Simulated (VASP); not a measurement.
An input for Quantum ESPRESSO's pw.x (written as the equivalent of a VASP run, and not itself run):

```
&CONTROL
  calculation = 'vc-relax'
  pseudo_dir = './pseudo'
  outdir = './out'
  tprnfor = .true.
  tstress = .true.
  nstep = 60
  forc_conv_thr = 0.00039
/
&SYSTEM
  ibrav = 0
  nat = 2
  ntyp = 2
  ecutwfc = 74
  occupations = 'smearing'
  smearing = 'gaussian'
  degauss = 0.003675
  input_dft = 'pbe'
/
&ELECTRONS
  conv_thr = 7.3e-08
  electron_maxstep = 100
/
&IONS
/
&CELL
/
ATOMIC_SPECIES
  K 39.098 K.upf
  I 126.904 I.upf
CELL_PARAMETERS angstrom
    -0.0000000    3.5875054    3.5875054
     3.5875054    0.0000000    3.5875054
     3.5875054    3.5875054    0.0000000
ATOMIC_POSITIONS crystal
  K    0.0000000  0.0000000  0.0000000
  I    0.5000000  0.5000000  0.5000000
K_POINTS automatic
  6 6 6 0 0 0
```

Q: Translate this input to VASP (INCAR, KPOINTS, POSCAR, choice of POTCAR).

A: Several could match; the one computed here: 
File POSCAR:
```
KI
1
   -0.0000000000     3.5875054436     3.5875054436
    3.5875054436     0.0000000000     3.5875054436
    3.5875054436     3.5875054436     0.0000000000
K I
1 1
Direct
  0.0000000000   0.0000000000   0.0000000000
  0.5000000000   0.5000000000   0.5000000000
```

### INCAR
```
! general
SYSTEM  = KI
PREC    = Accurate
ENCUT   = 350   ! plane-wave cut-off (eV)
LREAL   = .False.   ! projection in real space or not
LASPH   = .True.

! electronic loop
EDIFF   = 1E-6   ! SCF stop (eV)
NELM    = 100   ! most electronic steps
ALGO    = Normal
LMAXMIX = 4   ! l cut-off of mixed one-centre charges

! smearing
ISMEAR  = 0   ! Gaussian
SIGMA   = 0.05

! functional
GGA     = PE   ! PBE

! ions
IBRION  = 2   ! conjugate gradients
NSW     = 60
ISIF    = 3   ! ions, shape and volume
EDIFFG  = -0.01   ! ionic stop

! output
LWAVE   = .False.
LCHARG  = .False.
```

KPOINTS:
```
Automatic mesh
0
Gamma
 6 6 6
```

POTCAR, in this order: K_sv I (PBE.64 set). Program: vasp_std.

Limits of the translation: the potentials are each code's own (VASP's PAW set, PseudoDojo norm-conserving files in pw.x), so ENCUT and ecutwfc are chosen apart and not converted; conv_thr bounds pw.x's estimated SCF error, while EDIFF bounds the energy change between steps; forc_conv_thr acts on force components and is met together with etot_conv_thr.

The compound is KI in the rock salt structure. It was relaxed first. The start is the result of an earlier pass.
